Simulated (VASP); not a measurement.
Cl (space group Cmce): the band gap from VASP (plane waves, PAW) at several levels of theory. Gaps are without spin-orbit coupling. Each level names its cell: its own relaxed one, PBE's, or the starting one. A gap is the smallest over the k-mesh and a band path; hybrids may have named points in place of the path, and GW has the mesh alone.

```
level              band gap (eV)
-----------------  -------------
PBEsol (own cell)           2.15
r2SCAN (own cell)           2.69
```

The cell of the PBEsol (own cell) run:

```yaml
crystal:
  lattice:
    - [3.36837, -1.95728, 0.00000]
    - [3.36837, 1.95728, 0.00000]
    - [0.00000, 0.00000, 8.02035]
  atoms:
    - { symbol: Cl, position: [0.87432, 0.12568, 0.60993] }
    - { symbol: Cl, position: [0.12568, 0.87432, 0.39007] }
    - { symbol: Cl, position: [0.62568, 0.37432, 0.10993] }
    - { symbol: Cl, position: [0.37432, 0.62568, 0.89007] }
```

Only levels that ran to the end are used. Left out are those held back, those with too coarse a band path, GW runs whose mesh misses a band edge, hybrids' fits of cells that aren't cubic and levels without matching references; a question may draw on a part of the rest.

The structure comes from a computed database's Cl entry (Cmce); how it stands against other phases isn't given here.
